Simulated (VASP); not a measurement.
Calculation: PBE GGA with D4 dispersion, VASP's PBE PAW potentials (set 64) (plane waves; VASP).

The input files of a VASP run:

INCAR:
```
SYSTEM = HfN
PREC = Accurate
ENCUT = 520
EDIFF = 1E-7
NELM = 100
ALGO = Normal
LREAL = .FALSE.
LASPH = .TRUE.
ISMEAR = 1
SIGMA = 0.1
GGA = PE
IVDW = 13
LMAXMIX = 6
LWAVE = .FALSE.
LCHARG = .FALSE.
ISIF = 2
```

KPOINTS:
```
Automatic mesh
0
Gamma
14 14 14
0 0 0
```

**POSCAR**
```
HfN
1
    0.0000000000     2.2764557796     2.2764557796
    2.2764557796     0.0000000000     2.2764557796
    2.2764557796     2.2764557796     0.0000000000
Hf N
1 1
Direct
  0.0000000000   0.0000000000   0.0000000000
  0.5000000000   0.5000000000   0.5000000000
```

POTCAR, in this order: Hf_pv N (PBE.64 set). Program: vasp_std.

Unless said otherwise, spin-orbit coupling is left out, though it shifts the bands of the heavy elements here.

Task: Estimate the energy per atom (σ→0), dispersion energy, pressure, band gap (on the k-mesh).

Result: 
```yaml
energy per atom (σ→0): -11.150 eV/atom
dispersion_energy: -0.549 eV
band gap (on the k-mesh): none (metal, semimetal or under 0.01 eV)
pressure: -7.70 GPa
```

### OSZICAR
```
...
DAV:   8    -0.217632086449E+02    0.12647E-01   -0.15323E-01  2653   0.362E+00    0.627E+00
DAV:   9    -0.217513540012E+02    0.11855E-01   -0.67045E-02  2692   0.180E+00    0.151E+00
DAV:  10    -0.217509351764E+02    0.41882E-03   -0.23366E-03  2689   0.452E-01    0.332E-01
DAV:  11    -0.217509417597E+02   -0.65834E-05   -0.23536E-04  2865   0.135E-01    0.493E-02
DAV:  12    -0.217509382137E+02    0.35460E-05   -0.16100E-05  2770   0.371E-02    0.350E-02
DAV:  13    -0.217509379413E+02    0.27245E-06   -0.65402E-07  2718   0.878E-03    0.595E-04
DAV:  14    -0.217509379556E+02   -0.14390E-07   -0.10169E-08  1423   0.116E-03
   1 F= -.22299565E+02 E0= -.22299370E+02  d E =-.584811E-03
```

The compound is HfN in the rock salt structure. This cell is one point of a volume scan, at 1.03 of the reference volume. The electron count is odd and the run is not spin-polarised, which forces a metal.
